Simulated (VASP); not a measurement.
Here is the system:

```yaml
crystal:
  lattice:
    - [3.78170, 0.00000, 0.00000]
    - [0.00000, 3.78170, 0.00000]
    - [0.00000, 0.00000, 3.78170]
  atoms:
    - { symbol: Tl, position: [0.00000, 0.00000, 0.00000] }
    - { symbol: Cl, position: [0.50000, 0.50000, 0.50000] }
```

The numbers are results of vdW-DF-cx, VASP's PBE PAW potentials (set 64) (plane waves; VASP), not measurements. Settings: 520 eV cut-off, 8×8×8 Γ-centred mesh, tetrahedra with Blöchl corrections, potentials Tl_d Cl.

Unless said otherwise, spin-orbit coupling is left out, though it shifts the bands of the heavy elements here.

Predict the energy per atom (σ→0), band gap (on the k-mesh) with the smallest direct gap where there is one.

```
Item                                                Result
-----------------------------------  ---------------------
band gap (on the k-mesh)                           1.94 eV
smallest direct gap (on the k-mesh)                1.94 eV
energy per atom (σ→0)                -65.3 kJ/mol of atoms
```

Total energies compare only between runs with the same potentials, cut-off and functional.

The compound is TlCl in the CsCl type structure. It was relaxed first.
